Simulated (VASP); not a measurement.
```
Li2Se
1.0
    0.00000     3.03265     3.03265
    3.03265     0.00000     3.03265
    3.03265     3.03265     0.00000
Li Se
2 1
Direct
  0.25000   0.25000   0.25000
  0.75000   0.75000   0.75000
  0.00000   0.00000   0.00000
```

Method: PBEsol GGA, VASP's PBE PAW potentials (set 64) (plane waves; VASP). Settings: 520 eV cut-off, 8×8×8 Γ-centred mesh, Gaussian smearing of 0.050 eV, potentials Li_sv Se.

Q: Predict the energy per atom (σ→0), pressure, band gap (on the k-mesh) with the smallest direct gap where there is one.

A: 
The band gap (on the k-mesh) comes out as 2.86 eV, the smallest direct gap (on the k-mesh) comes out as 3.12 eV and the energy per atom (σ→0) is -3.847 eV/atom. The pressure is -1.86 GPa.

Total energies compare only between runs with the same potentials, cut-off and functional.

The compound is Li2Se in the antifluorite structure. This cell is one point of a volume scan, at 1.06 of the reference volume.
